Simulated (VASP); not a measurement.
Output of a VASP run:

**OSZICAR**
```
       N       E                     dE             d eps       ncg     rms          rms(c)
DAV:   1     0.174953060842E+03    0.17495E+03   -0.10893E+04  3096   0.116E+03
DAV:   2    -0.945106586081E+01   -0.18440E+03   -0.18164E+03  3377   0.338E+02
DAV:   3    -0.193841645586E+02   -0.99331E+01   -0.96895E+01  3473   0.738E+01
DAV:   4    -0.195399917937E+02   -0.15583E+00   -0.15549E+00  3445   0.882E+00
DAV:   5    -0.195411121068E+02   -0.11203E-02   -0.11199E-02  2820   0.808E-01    0.240E+01
DAV:   6    -0.210710151792E+02   -0.15299E+01   -0.48658E+01  3194   0.525E+01    0.178E+01
DAV:   7    -0.184549941083E+02    0.26160E+01   -0.51117E+01  3602   0.548E+01    0.109E+01
DAV:   8    -0.178318242794E+02    0.62317E+00   -0.28161E+00  3246   0.130E+01    0.448E+00
DAV:   9    -0.177723051251E+02    0.59519E-01   -0.32724E-01  3525   0.415E+00    0.121E+00
DAV:  10    -0.177706918362E+02    0.16133E-02   -0.46237E-02  2506   0.161E+00
   1 F= -.17770692E+02 E0= -.17769895E+02  d E =-.159441E-02  mag=     0.4981
```

OUTCAR:
```
------------------------ aborting loop because EDIFF is reached ----------------------------------------
  FORCE on cell =-STRESS in cart. coord.  units (eV):
  Direction    XX          YY          ZZ          XY          YZ          ZX
  --------------------------------------------------------------------------------------
  Total        6.5643974      6.5643950      5.8790576      0.0000000      0.0000000      0.0000000
  in kB      198.6930076    198.6929351    177.9489518      0.0000000      0.0000000      0.0000000
  external PRESSURE =     191.7782982 kB  Pullay stress =       0.0000000 kB
  volume of cell :       52.93
      direct lattice vectors                 reciprocal lattice vectors
     1.580294000  0.912383000  6.118663000     0.316396822  0.182671824  0.054478132
    -1.580294000  0.912383000  6.118663000    -0.316396822  0.182671824  0.054478132
     0.000000000 -1.824766000  6.118663000     0.000000000 -0.365343648  0.054478132
 POSITION                                       TOTAL-FORCE (eV/Angst)
 -----------------------------------------------------------------------------------
      0.00000      0.00000      0.00000         0.000000      0.000000      0.061073
      0.00000      0.00000     13.80921         0.000000     -0.000000      0.843271
      0.00000      0.00000     10.66483         0.000000     -0.000000     -0.904344
 -----------------------------------------------------------------------------------
    total drift:                               -0.000000      0.000009     -0.000590
  FREE ENERGIE OF THE ION-ELECTRON SYSTEM (eV)
  ---------------------------------------------------
  free  energy   TOTEN  =       -17.7706918362 eV

  energy  without entropy=      -17.7690974243  energy(sigma->0) =      -17.76989463

 total charge

# of ion       s       p       d       tot
------------------------------------------
    1        2.254   6.257   3.230  11.741
    2        1.484   2.349   0.070   3.903
    3        1.484   2.350   0.069   3.903
--------------------------------------------------
tot          5.222  10.956   3.369  19.547

 magnetization (x)

# of ion       s       p       d       tot
------------------------------------------
    1        0.004   0.005   0.426   0.434
    2       -0.000  -0.008   0.002  -0.006
    3        0.000  -0.009   0.002  -0.006
--------------------------------------------------
tot          0.004  -0.012   0.430   0.423
```
(Selected blocks of OUTCAR.)

POSCAR:
```
VSe2
1
    1.5802940000     0.9123830000     6.1186630000
   -1.5802940000     0.9123830000     6.1186630000
    0.0000000000    -1.8247660000     6.1186630000
V Se
1 2
Direct
  0.0000000000   0.0000000000   0.0000000000
  0.7523000000   0.7523000000   0.7523000000
  0.5810000000   0.5810000000   0.5810000000
```

Q: Write an INCAR and KPOINTS that could have produced this output.

A: Several could match; the one computed here: the input of the run itself, PBE GGA, plane waves, VASP's PBE PAW potentials (set 64).

### KPOINTS
```
Automatic mesh
0
Gamma
7 7 7
0 0 0
```

INCAR:
```
LWAVE = .FALSE.
ISIF = 2   # forces and stress, cell fixed
LCHARG = .FALSE.
ALGO = Normal   # blocked Davidson
MAGMOM = 2.0 2*0.0
NELM = 100
LASPH = .TRUE.   # aspherical one-centre terms
LMAXMIX = 4   # l cut-off of mixed one-centre charges
ENCUT = 400   # plane-wave cut-off (eV)
LORBIT = 10
LREAL = .FALSE.   # projection in real space or not
SIGMA = 0.05
ISPIN = 2   # spin-polarised
EDIFF = 1E-2   # SCF stop (eV)
GGA = PE   # PBE
PREC = Accurate
SYSTEM = VSe2
ISMEAR = 0   # Gaussian
```

POTCAR, in this order: V_sv Se (PBE.64 set). Program: vasp_std.

The moments were started parallel, and other spin orders were not tried in this run.

The structure was generated: VSe2 was put into the 3R-MoS2 type (R3m), which need not be its known phase. The cell was not relaxed at this level. The k-mesh is coarse (spacing up to 0.33 per Å, 2π included), so the numbers may not be converged in it. The run is one of a series of settings (EDIFF = 1E-2 against the base run), some of them coarse on purpose.
